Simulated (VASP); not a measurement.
Output of a VASP run:

### OSZICAR
```
       N       E                     dE             d eps       ncg     rms          rms(c)
DAV:   1     0.713808029750E+02    0.71381E+02   -0.80920E+03  1222   0.141E+03
DAV:   2    -0.165151534349E+02   -0.87896E+02   -0.82965E+02  1262   0.253E+02
DAV:   3    -0.206636488965E+02   -0.41485E+01   -0.40237E+01  1586   0.613E+01
DAV:   4    -0.207487425358E+02   -0.85094E-01   -0.84832E-01  1467   0.830E+00
DAV:   5    -0.207511260301E+02   -0.23835E-02   -0.23831E-02  1559   0.145E+00    0.172E+01
DAV:   6    -0.254650101491E+02   -0.47139E+01   -0.58100E+01  1335   0.188E+02    0.254E+01
DAV:   7    -0.186467869401E+02    0.68182E+01   -0.16705E+01  1475   0.117E+02    0.420E+00
DAV:   8    -0.185734275221E+02    0.73359E-01   -0.23159E+00  1786   0.258E+01    0.267E+00
DAV:   9    -0.185241301756E+02    0.49297E-01   -0.28357E-01  1514   0.107E+01    0.582E-01
DAV:  10    -0.185230131505E+02    0.11170E-02   -0.97291E-03  1753   0.192E+00    0.280E-01
DAV:  11    -0.185232153250E+02   -0.20217E-03   -0.10937E-03  1443   0.282E-01    0.422E-02
DAV:  12    -0.185232641002E+02   -0.48775E-04   -0.47587E-05  1571   0.975E-02    0.212E-02
DAV:  13    -0.185232718124E+02   -0.77123E-05   -0.32237E-05  1387   0.102E-01    0.986E-03
DAV:  14    -0.185232722443E+02   -0.43184E-06   -0.21035E-06  1686   0.143E-02    0.512E-03
DAV:  15    -0.185232720783E+02    0.16596E-06   -0.71273E-07  1629   0.203E-02    0.687E-04
DAV:  16    -0.185232721296E+02   -0.51253E-07   -0.64699E-08   856   0.236E-03
   1 F= -.18523272E+02 E0= -.18522795E+02  d E =-.142999E-02
```

File OUTCAR:
```
------------------------ aborting loop because EDIFF is reached ----------------------------------------
  FORCE on cell =-STRESS in cart. coord.  units (eV):
  Direction    XX          YY          ZZ          XY          YZ          ZX
  --------------------------------------------------------------------------------------
  Total       -0.1271548     -0.1271548     -0.1271548     -0.0000000      0.0000000     -0.0000000
  in kB       -5.2142649     -5.2142649     -5.2142649     -0.0000000      0.0000000     -0.0000000
  external PRESSURE =      -5.2142649 kB  Pullay stress =       0.0000000 kB
  volume of cell :       39.07
      direct lattice vectors                 reciprocal lattice vectors
     0.000000000  2.693229935  2.693229935    -0.185650692  0.185650692  0.185650692
     2.693229935  0.000000000  2.693229935     0.185650692 -0.185650692  0.185650692
     2.693229935  2.693229935  0.000000000     0.185650692  0.185650692 -0.185650692
 POSITION                                       TOTAL-FORCE (eV/Angst)
 -----------------------------------------------------------------------------------
      1.34661      1.34661      1.34661         0.000000      0.000000      0.000000
      4.03984      4.03984      4.03984         0.000000     -0.000000     -0.000000
      0.00000      0.00000      0.00000        -0.000000      0.000000     -0.000000
 -----------------------------------------------------------------------------------
    total drift:                               -0.000000     -0.000000      0.000000
  FREE ENERGIE OF THE ION-ELECTRON SYSTEM (eV)
  ---------------------------------------------------
  free  energy   TOTEN  =       -18.5232721296 eV

  energy  without entropy=      -18.5218421386  energy(sigma->0) =      -18.52279547
```
(Selected blocks of OUTCAR.)

File POSCAR:
```
NiSi2
1
    0.0000000000     2.6932299348     2.6932299348
    2.6932299348     0.0000000000     2.6932299348
    2.6932299348     2.6932299348     0.0000000000
Si Ni
2 1
Direct
  0.2500000000   0.2500000000   0.2500000000
  0.7500000000   0.7500000000   0.7500000000
  0.0000000000   0.0000000000   0.0000000000
```

Task: Reconstruct the remaining input files.

Result: One answer among several that fit: the input of the run itself, AM05 GGA, plane waves, VASP's PBE PAW potentials (set 64).

INCAR:
```
! general
SYSTEM  = NiSi2
PREC    = Accurate
ENCUT   = 520   ! plane-wave cut-off (eV)
LREAL   = .False.
LASPH   = .True.

! electronic loop
EDIFF   = 1E-7   ! SCF stop (eV)
NELM    = 100   ! most electronic steps
ALGO    = Normal   ! blocked Davidson
LMAXMIX = 4   ! l cut-off of mixed one-centre charges

! smearing
ISMEAR  = 1
SIGMA   = 0.1

! functional
GGA     = AM   ! AM05

! ions
ISIF    = 2

! output
LWAVE   = .False.
LCHARG  = .False.
```

File KPOINTS:
```
Automatic mesh
0
Gamma
10 10 10
0 0 0
```

POTCAR, in this order: Si Ni (PBE.64 set). Program: vasp_std.

The compound is NiSi2 in the fluorite structure. It was relaxed first. The run is not spin-polarised, so no magnetic state was tried.
